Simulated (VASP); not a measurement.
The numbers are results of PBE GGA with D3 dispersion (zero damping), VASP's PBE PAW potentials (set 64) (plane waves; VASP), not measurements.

Input for VASP

**KPOINTS**
```
Automatic mesh
0
Gamma
10 10 10
0 0 0
```

### INCAR
```
ALGO  =  Normal
EDIFF  =  1E-7
ENCUT  =  520
GGA  =  PE
ISIF  =  2
ISMEAR  =  1
IVDW  =  11
LASPH  =  .TRUE.
LCHARG  =  .FALSE.
LMAXMIX  =  4
LREAL  =  .FALSE.
LWAVE  =  .FALSE.
NELM  =  100
PREC  =  Accurate
SIGMA  =  0.1
SYSTEM  =  GaSb
```

**POSCAR**
```
GaSb
1
    0.0000000000     3.1473322253     3.1473322253
    3.1473322253     0.0000000000     3.1473322253
    3.1473322253     3.1473322253     0.0000000000
Ga Sb
1 1
Direct
  0.0000000000   0.0000000000   0.0000000000
  0.2500000000   0.2500000000   0.2500000000
```

POTCAR, in this order: Ga_d Sb (PBE.64 set). Program: vasp_std.

The resulting files:

**OUTCAR**
```
 ion  position               nearest neighbor table
   1  0.000  0.000  0.000-   2 2.73   2 2.73   2 2.73   2 2.73
   2  0.250  0.250  0.250-   1 2.73   1 2.73   1 2.73   1 2.73
  LATTYP: Found a face centered cubic cell.
 ALAT       =     6.2946644506
 Subroutine PRICEL returns:
 Original cell was already a primitive cell.
 Subroutine GETGRP returns: Found 24 space group operations
The static configuration has the point symmetry T_d .
The dynamic configuration has the point symmetry T_d .
 Subroutine INISYM returns: Found 24 space group operations
 Subroutine IBZKPT returns following result:
 Found     47 irreducible k-points:

 Following reciprocal coordinates:
            Coordinates               Weight
  0.000000  0.000000  0.000000      1.000000
  0.100000  0.000000  0.000000      8.000000
  0.200000  0.000000  0.000000      8.000000
  0.300000  0.000000  0.000000      8.000000
  0.400000  0.000000  0.000000      8.000000
  0.500000  0.000000  0.000000      4.000000
  0.100000  0.100000  0.000000      6.000000
  0.200000  0.100000  0.000000     24.000000
  0.300000  0.100000  0.000000     24.000000
...
```

OSZICAR:
```
       N       E                     dE             d eps       ncg     rms          rms(c)
DAV:   1     0.767168199426E+02    0.76717E+02   -0.86882E+03  1222   0.165E+03
DAV:   2    -0.172297938960E+01   -0.78440E+02   -0.75574E+02  1337   0.305E+02
DAV:   3    -0.729866486184E+01   -0.55757E+01   -0.55263E+01  1547   0.714E+01
DAV:   4    -0.740036073504E+01   -0.10170E+00   -0.10163E+00  1406   0.107E+01
DAV:   5    -0.740304882628E+01   -0.26881E-02   -0.26881E-02  1553   0.154E+00    0.287E+00
DAV:   6    -0.736756671632E+01    0.35482E-01   -0.71004E-02  1703   0.451E+00    0.170E+00
DAV:   7    -0.735888059673E+01    0.86861E-02   -0.35307E-02  1422   0.174E+00    0.337E-01
DAV:   8    -0.735981616908E+01   -0.93557E-03   -0.46124E-03  1499   0.911E-01    0.611E-02
DAV:   9    -0.736027791602E+01   -0.46175E-03   -0.63616E-04  1360   0.235E-01    0.301E-02
DAV:  10    -0.736036103913E+01   -0.83123E-04   -0.96468E-05  1457   0.624E-02    0.894E-03
DAV:  11    -0.736037272430E+01   -0.11685E-04   -0.21539E-05  1312   0.450E-02    0.346E-03
DAV:  12    -0.736037393250E+01   -0.12082E-05   -0.17479E-06  1407   0.998E-03    0.164E-03
DAV:  13    -0.736037384050E+01    0.91994E-07   -0.43831E-08   926   0.170E-03
   1 F= -.77787921E+01 E0= -.77788730E+01  d E =0.242802E-03
```

OUTCAR:
```
------------------------ aborting loop because EDIFF is reached ----------------------------------------
 Edisp (eV)   -0.41842
  FORCE on cell =-STRESS in cart. coord.  units (eV):
  Direction    XX          YY          ZZ          XY          YZ          ZX
  --------------------------------------------------------------------------------------
  Total      -0.98458    -0.98458    -0.98458     0.00000     0.00000     0.00000
  in kB     -25.29911   -25.29911   -25.29911     0.00000     0.00000     0.00000
  external pressure =      -25.30 kB  Pullay stress =        0.00 kB
  volume of cell :       62.35
      direct lattice vectors                 reciprocal lattice vectors
     0.000000000  3.147332225  3.147332225    -0.158864703  0.158864703  0.158864703
     3.147332225  0.000000000  3.147332225     0.158864703 -0.158864703  0.158864703
     3.147332225  3.147332225  0.000000000     0.158864703  0.158864703 -0.158864703
  FREE ENERGIE OF THE ION-ELECTRON SYSTEM (eV)
  ---------------------------------------------------
  free  energy   TOTEN  =        -7.7787920795 eV

  energy  without entropy=       -7.7790348819  energy(sigma->0) =       -7.77887301
```
(Selected blocks of OUTCAR.)

The compound is GaSb in the zinc blende structure. This cell is one point of a volume scan, at 1.06 of the reference volume.
